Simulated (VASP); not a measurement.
Consider the following.

```yaml
crystal:
  lattice:
    - [0.00000, 3.51081, 3.51081]
    - [3.51081, 0.00000, 3.51081]
    - [3.51081, 3.51081, 0.00000]
  atoms:
    - { symbol: Rb, position: [0.00000, 0.00000, 0.00000] }
    - { symbol: Br, position: [0.50000, 0.50000, 0.50000] }
```

Method: PBE GGA, VASP's PBE PAW potentials (set 64) (plane waves; VASP 6.6.1). Numerical set-up: 400 eV cut-off, Gaussian smearing of 0.050 eV, potentials Rb_sv Br.

**Question.** Give the energies of bands 6 to 11 at the high-symmetry points, in eV from the valence-band maximum.

**Answer.** 
```csv
band,Γ,X,U,L,W
6,0.00,-0.45,-0.44,-0.87,-0.42
7,0.00,-0.15,-0.39,-0.30,-0.33
8,0.00,-0.15,-0.23,-0.30,-0.33
9,4.18,5.67,6.33,6.62,7.00
10,7.25,6.86,7.78,7.46,7.00
11,7.25,8.84,7.95,9.26,7.96
```

The gap is direct, 4.18 eV, from the valence maximum at Γ to the conduction minimum at Γ.

Measured: gap 7.20 eV (computed value off by -3.02 eV), as given by Aguado et al., (1998), arXiv:cond-mat/9809176.

The compound is RbBr in the rock salt structure. It was relaxed first, which changed the volume by +6 %.
